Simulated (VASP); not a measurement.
# A VASP study of CdTe (PBE + D3(BJ)): structure first, properties next, part 6 of 6

Aim: relax CdTe, then compute properties on the relaxed cell. The start is a cell from a database of measured crystal structures.

VASP 6.6.1, plane waves and PAW; the level of theory is named at each step.

Still holding for the runs below: Spin-orbit coupling is off here; with elements this heavy it splits and shifts levels by tenths of an eV or more.

So far, gap on the k-mesh (eV): step 2 (relaxing cell and atoms (PBE + D3(BJ)), PBE with D3(BJ)) 0.725; step 6 (density of states (PBE + D3(BJ)), PBE with D3(BJ)) 0.729; step 7 (independent-particle dielectric function (PBE + D3(BJ)), PBE with D3(BJ)) 0.729; step 8 (core-level energies (PBE + D3(BJ)), PBE with D3(BJ)) 0.725; step 10 (starting orbitals for the hybrid, PBE) 0.717.

## 12. Bands along the symmetry lines (TB-mBJ)

This step: TB-mBJ; plane waves and PAW (Cd, Te) (VASP 6.6.1).

The mesh alone shows little of the dispersion and can miss band extrema, so KPOINTS_OPT adds a path through the symmetry points after the self-consistent cycle. TB-mBJ is a local potential fitted to gaps: it costs far less than a hybrid but gives no energy.

INCAR reads:

```
SYSTEM = CdTe
PREC = Accurate
ENCUT = 400
EDIFF = 1E-06
NELM = 150
ISMEAR = 0
SIGMA = 0.05
LREAL = .FALSE.
ALGO = Normal
METAGGA = MBJ
LASPH = .TRUE.
NBANDS = 21
LORBIT = 11
LWAVE = .FALSE.
LCHARG = .FALSE.
KPAR = 2
```

POSCAR reads:

```
CdTe
1.0
    0.0000000000      3.2547367159      3.2547367159
    3.2547367159      0.0000000000      3.2547367159
    3.2547367159      3.2547367159      0.0000000000
Cd Te
1 1
Direct
    0.0000000000      0.0000000000      0.0000000000
    0.2500000000      0.2500000000      0.2500000000
```

KPOINTS reads:

```
Automatic mesh
0
Gamma
5 5 5
0 0 0
```

KPOINTS_OPT reads:

```
Line mode
16
Line-mode
Reciprocal
  0.00000000   0.00000000   0.00000000 GAMMA
  0.50000000   0.00000000   0.50000000 X

  0.50000000   0.00000000   0.50000000 X
  0.50000000   0.25000000   0.75000000 W

  0.50000000   0.25000000   0.75000000 W
  0.37500000   0.37500000   0.75000000 K

  0.37500000   0.37500000   0.75000000 K
  0.00000000   0.00000000   0.00000000 GAMMA

  0.00000000   0.00000000   0.00000000 GAMMA
  0.50000000   0.50000000   0.50000000 L

  0.50000000   0.50000000   0.50000000 L
  0.62500000   0.25000000   0.62500000 U

  0.62500000   0.25000000   0.62500000 U
  0.50000000   0.25000000   0.75000000 W

  0.50000000   0.25000000   0.75000000 W
  0.50000000   0.50000000   0.50000000 L

  0.50000000   0.50000000   0.50000000 L
  0.37500000   0.37500000   0.75000000 K

  0.62500000   0.25000000   0.62500000 U
  0.50000000   0.00000000   0.50000000 X
```

PAW data sets: Cd and Te (PBE family, release 64).

Run with:

```
mpirun -np 2 vasp_std
```

What it wrote:

```text
[banner, memory and clock lines left out]
running    2 mpi-ranks, on    1 nodes
 distrk:  each k-point on    1 cores,    2 groups
 distr:  one band on    1 cores,    1 groups

 POSCAR found type information on POSCAR CdTe
 POSCAR found :  2 types and       2 ions
|                                                                             |
|               ----> ADVICE to this user running VASP <----                  |
|                                                                             |
|     You enforced a specific xc type in the INCAR file but a different       |
|     [... a line on the potential file left out ...]
|     I HOPE YOU KNOW WHAT YOU ARE DOING!                                     |
|                                                                             |

 LDA part: xc-table for (None), standard interpolation
 POSCAR, INCAR and KPOINTS ok, starting setup
 FFT: planning ... GRIDC
 FFT: planning ... GRID_SOFT
 FFT: planning ... GRID
 WAVECAR not read
 entering main loop
       N       E                     dE             d eps       ncg     rms          rms(c)
DAV:   1     0.684655141714E+03    0.68466E+03   -0.69923E+03   428   0.596E+02
DAV:   2     0.595224861560E+03   -0.89430E+02   -0.85012E+02   485   0.177E+02
DAV:   3     0.592104272498E+03   -0.31206E+01   -0.31081E+01   493   0.334E+01
DAV:   4     0.592081939392E+03   -0.22333E-01   -0.22332E-01   478   0.259E+00
DAV:   5     0.592081520389E+03   -0.41900E-03   -0.41900E-03   495   0.320E-01    0.694E+00
DAV:   6     0.591844578249E+03   -0.23694E+00   -0.67099E+00   468   0.198E+01    0.100E+01
DAV:   7     0.592445133422E+03    0.60056E+00   -0.65517E-01   440   0.489E+00    0.689E+00
DAV:   8     0.592562297664E+03    0.11716E+00   -0.10272E-01   460   0.183E+00    0.474E+00
DAV:   9     0.592847196431E+03    0.28490E+00   -0.25569E-02   470   0.914E-01    0.298E+00
DAV:  10     0.593040954045E+03    0.19376E+00   -0.24113E-02   485   0.689E-01    0.200E+00
DAV:  11     0.593034006843E+03   -0.69472E-02   -0.36727E-03   473   0.376E-01    0.216E+00
DAV:  12     0.593025150044E+03   -0.88568E-02   -0.10785E-03   450   0.142E-01    0.223E+00
DAV:  13     0.592908166453E+03   -0.11698E+00   -0.10632E-02   450   0.501E-01    0.295E+00
DAV:  14     0.593131671215E+03    0.22350E+00   -0.42867E-02   445   0.119E+00    0.135E+00
DAV:  15     0.593316389736E+03    0.18472E+00   -0.46902E-02   465   0.892E-01    0.573E-01
DAV:  16     0.593731745974E+03    0.41536E+00   -0.75431E-02   460   0.129E+00    0.161E+00
DAV:  17     0.593632707919E+03   -0.99038E-01   -0.36893E-02   465   0.134E+00    0.503E-01
DAV:  18     0.593483286068E+03   -0.14942E+00   -0.34323E-02   455   0.756E-01    0.402E-01
DAV:  19     0.593477878241E+03   -0.54078E-02   -0.41631E-03   455   0.397E-01    0.350E-01
DAV:  20     0.593425808833E+03   -0.52069E-01   -0.10443E-03   445   0.190E-01    0.423E-01
DAV:  21     0.593383275354E+03   -0.42533E-01   -0.22876E-03   460   0.201E-01    0.543E-01
DAV:  22     0.593487490079E+03    0.10421E+00   -0.92254E-03   450   0.495E-01    0.517E-01
DAV:  23     0.593235556696E+03   -0.25193E+00   -0.37643E-02   455   0.120E+00    0.150E+00
DAV:  24     0.593167493145E+03   -0.68064E-01   -0.21489E-02   473   0.697E-01    0.162E+00
DAV:  25     0.592988792336E+03   -0.17870E+00   -0.14481E-02   470   0.688E-01    0.274E+00
DAV:  26     0.592984111384E+03   -0.46810E-02   -0.50689E-03   473   0.422E-01    0.264E+00
DAV:  27     0.593057104705E+03    0.72993E-01   -0.63474E-03   455   0.457E-01    0.212E+00
DAV:  28     0.593276609000E+03    0.21950E+00   -0.32972E-02   465   0.960E-01    0.842E-01
DAV:  29     0.593435877077E+03    0.15927E+00   -0.21426E-02   485   0.607E-01    0.214E-01
DAV:  30     0.593604283616E+03    0.16841E+00   -0.12320E-02   473   0.511E-01    0.534E-01
[...]
DAV:  54     0.593501661676E+03   -0.15002E-03   -0.90067E-09   255   0.513E-04    0.306E-04
DAV:  55     0.593501631495E+03   -0.30182E-04   -0.35188E-09   245   0.391E-04    0.422E-04
DAV:  56     0.593501564230E+03   -0.67265E-04   -0.15732E-09   255   0.200E-04    0.106E-04
DAV:  57     0.593501568484E+03    0.42543E-05   -0.10243E-09   250   0.207E-04    0.217E-04
DAV:  58     0.593501560163E+03   -0.83211E-05   -0.17842E-10   255   0.838E-05    0.141E-04
DAV:  59     0.593501553434E+03   -0.67295E-05   -0.84359E-11   250   0.435E-05    0.949E-05
DAV:  60     0.593501548235E+03   -0.51990E-05   -0.84270E-12   255   0.178E-05    0.733E-05
DAV:  61     0.593501531136E+03   -0.17099E-04   -0.14537E-10   250   0.574E-05    0.627E-06
DAV:  62     0.593501535065E+03    0.39294E-05   -0.78187E-11   255   0.593E-05    0.441E-05
DAV:  63     0.593501531239E+03   -0.38259E-05   -0.10438E-11   245   0.245E-05    0.181E-05
DAV:  64     0.593501529124E+03   -0.21151E-05   -0.18082E-11   255   0.146E-05    0.850E-06
DAV:  65     0.593501528617E+03   -0.50678E-06   -0.38082E-12   255   0.486E-06
   1 F= 0.59350153E+03 E0= 0.59350153E+03  d E =-.255142E-19
 Start KPOINTS_OPT (optional k-point list driver)
k-point batch [1-10\160]
       N       E                     dE             ncg
DAV:   1     0.365177087516E+03   -0.70263E+03      428
DAV:   2    -0.617450545009E+03   -0.98263E+03      490
DAV:   3    -0.655686846096E+03   -0.38236E+02      485
DAV:   4    -0.655940648158E+03   -0.25380E+00      488
DAV:   5    -0.655944186732E+03   -0.35386E-02      523
DAV:   6    -0.655944267080E+03   -0.80348E-04      485
DAV:   7    -0.655944269327E+03   -0.22477E-05      459
DAV:   8    -0.655944269387E+03   -0.59136E-07      333
[...]
k-point batch [151-160\160]
       N       E                     dE             ncg
DAV:   1     0.176671456130E+03   -0.46588E+04      436
DAV:   2    -0.702455045528E+03   -0.87913E+03      481
DAV:   3    -0.732262117338E+03   -0.29807E+02      528
DAV:   4    -0.732479919045E+03   -0.21780E+00      475
DAV:   5    -0.732483925086E+03   -0.40060E-02      531
DAV:   6    -0.732484025866E+03   -0.10078E-03      498
DAV:   7    -0.732484028808E+03   -0.29422E-05      539
DAV:   8    -0.732484028880E+03   -0.71699E-07      364
```

The job ended after 84 s (2 MPI ranks of AMD EPYC 9R14 (Zen 4), shared host; peak memory 0.31 GiB; 2.7 min of CPU time).

Parts of OUTCAR (step 12):

```text
   NELECT =      18.0000    total number of electrons

 E-fermi :   2.6266

 k-point     1 :       0.0000    0.0000    0.0000
  band No.  band energies     occupation
    ...
      5      -5.7044      2.00000
      6      -5.7044      2.00000
      7       2.3191      2.00000
      8       2.3191      2.00000
      9       2.3193      2.00000
     10       4.1103      0.00000
     11       7.5104      0.00000
     12       7.5104      0.00000
     13       7.5120      0.00000
     14      10.8856      0.00000
    ...

  Total      -15.2338154    -15.2338154    -15.2338154     -0.0000000      0.0000000     -0.0000000
  in kB     -353.9498121   -353.9498121   -353.9498121     -0.0000000      0.0000000     -0.0000000
  external PRESSURE =    -353.9498121 kB  Pullay stress =       0.0000000 kB

 POSITION                                       TOTAL-FORCE (eV/Angst)
 -----------------------------------------------------------------------------------
      0.00000      0.00000      0.00000         0.000000      0.000000      0.000000
      1.62737      1.62737      1.62737        -0.000000     -0.000000     -0.000000
 -----------------------------------------------------------------------------------
    total drift:                                0.000050      0.000050      0.000050

  FREE ENERGIE OF THE ION-ELECTRON SYSTEM (eV)
  ---------------------------------------------------
  free  energy   TOTEN  =       593.5015286175 eV

  energy  without entropy=      593.5015286175  energy(sigma->0) =      593.50152862

[... 8 parts as in an earlier step ...]

[... 9 further parts left out ...]
```

This functional is a potential without an energy, so its energies, forces and stress mean nothing and are not read.

Numbers from this step:

| Quantity | Value |
| --- | --- |
| SCF cycles | 65 |
| bands | 21 |
| irreducible k-points | 10 |
| Fermi energy | 2.627 eV |
| least gap on mesh and path | 1.791 eV |
| least direct gap on mesh and path | 1.791 eV |

The electronic bands at the labelled points (eV, zero at the valence-band top; v1 is the highest filled band, c1 the lowest empty one):

```
          point     v4     v3     v2     v1    c1    c2    c3    c4
              Γ  -8.02   0.00   0.00   0.00  1.79  5.19  5.19  5.19
0.53 of the way  -7.95  -2.44  -1.03  -1.03  3.54  4.09  7.18  7.18
              X  -7.51  -3.83  -1.65  -1.65  3.30  3.38  9.56  9.80
0.53 of the way  -7.47  -3.76  -1.88  -1.80  3.96  4.10  7.90  7.99
              W  -7.44  -3.69  -2.07  -1.91  4.75  5.24  6.29  6.89
0.53 of the way  -7.46  -3.70  -2.20  -1.58  4.04  5.10  7.04  7.48
              K  -7.48  -3.72  -2.25  -1.36  3.58  5.08  7.93  7.95
0.47 of the way  -7.90  -2.77  -1.41  -0.45  3.60  5.65  5.96  6.02
              Γ  -8.02   0.00   0.00   0.00  1.79  5.19  5.19  5.19
0.53 of the way  -8.02  -2.52  -0.41  -0.41  2.80  5.72  5.72  6.20
              L  -7.66  -3.94  -0.68  -0.68  2.64  5.70  5.70  8.00
0.53 of the way  -7.58  -3.77  -1.73  -0.99  3.61  5.39  6.56  7.47
              U  -7.48  -3.72  -2.25  -1.36  3.58  5.08  7.93  7.95
0.47 of the way  -7.46  -3.70  -2.20  -1.58  4.04  5.10  7.04  7.48
              W  -7.44  -3.69  -2.07  -1.91  4.75  5.24  6.29  6.89
0.47 of the way  -7.55  -3.74  -1.87  -1.16  3.96  5.22  6.50  7.82
              L  -7.66  -3.94  -0.68  -0.68  2.64  5.70  5.70  8.00
0.47 of the way  -7.59  -3.81  -1.56  -0.93  3.51  5.37  6.37  7.61
              K  -7.48  -3.72  -2.25  -1.36  3.58  5.08  7.93  7.95
      jump to U  -7.48  -3.72  -2.25  -1.36  3.58  5.08  7.93  7.95
0.47 of the way  -7.49  -3.79  -1.93  -1.57  3.41  3.96  8.65  8.90
              X  -7.51  -3.83  -1.65  -1.65  3.30  3.38  9.56  9.80
```

Of the projections kept (Cd, Te), the largest for each band there; the rest of the weight can lie on other orbitals:

```
point       v4       v3       v2       v1       c1       c2       c3       c4
    Γ  Cd 1.00  Te 0.84  Te 0.84  Te 0.84  Cd 0.57  Cd 0.66  Cd 0.66  Cd 0.66
    X  Cd 0.86  Te 0.52  Te 0.81  Te 0.81  Cd 0.61  Cd 0.56  Te 0.79  Te 0.53
    W  Cd 0.86  Te 0.52  Te 0.78  Te 0.81  Te 0.53  Te 0.72  Cd 0.58  Te 0.54
    K  Cd 0.87  Te 0.53  Te 0.79  Te 0.81  Cd 0.59  Te 0.60  Te 0.60  Te 0.66
    Γ  Cd 1.00  Te 0.84  Te 0.84  Te 0.84  Cd 0.57  Cd 0.66  Cd 0.66  Cd 0.66
    L  Cd 0.91  Te 0.61  Te 0.82  Te 0.82  Cd 0.62  Cd 0.56  Cd 0.56  Te 0.74
```

The gap moves by +1.07 eV against PBE with D3(BJ).

## 13. Summary of results

```yaml
relaxed_volume: 34.48 Å³/atom
relaxed_conventional_cell_a_b_c: 6.509, 6.509, 6.509 Å
space_group_after_relaxing_within_0p02_a: F-43m (No. 216)
band_gap: 0.724 eV, direct
gap_among_the_points_of_the_dos_mesh_alone_an_upper_bound: 0.729 eV
strongest_peak_of_eps_2_mean_over_directions: 4.30 eV
shallowest_level_of_the_frozen_cores: Te2 4d, 35.9 eV deep
band_gap_pbe_d3_bj_soc: 0.449 eV, direct
band_gap_hse06: 1.54 eV, direct
band_gap_tb_mbj: 1.79 eV, direct
```

With PBE + D3(BJ), CdTe relaxes to 34.48 Å³/atom in space group F-43m (held by the symmetry of the run) and has a direct gap of 0.724 eV (1.54 eV with HSE06). Against the listed cell the volume lies +1.4 %. Bands along the symmetry lines (PBE + D3(BJ)): The path shows a direct gap of 0.72 eV (valence top at Γ, conduction bottom at Γ). Bands along the symmetry lines (PBE + D3(BJ) + SOC): On this path the gap is direct, 0.45 eV, with the valence top at Γ and the conduction bottom at Γ. Bands along the symmetry lines (HSE06): The path shows a direct gap of 1.54 eV (valence top at Γ, conduction bottom at Γ). Bands along the symmetry lines (TB-mBJ): On this path the gap is direct, 1.79 eV, with the valence top at Γ and the conduction bottom at Γ. The other levels ran on the cell relaxed with PBE + D3(BJ), and without spin-orbit coupling unless named. LASPH was switched on together with spin-orbit coupling, so shifts put down to the coupling hold both changes. Semilocal functionals usually underestimate gaps. No search among competing phases was made, and a listed structure need not be the one stable at ambient conditions. All values are for a static lattice at zero temperature.

[Lines on the potential files, build, host, timing and source positions are cut from VASP's logs without a mark.]

[Logs are printed without paths, hosts, clocks, repeated set-up lines and the standing remarks that a program may print on its own settings, such as how far it seeks lower states.]

[Hosts, paths, dates, database ids (printed as entryN), source tags and the programs' standing remarks are cut or masked in the printed files.]

[A measured line is paired with the nearest computed mode of its activity, which favours agreement.]
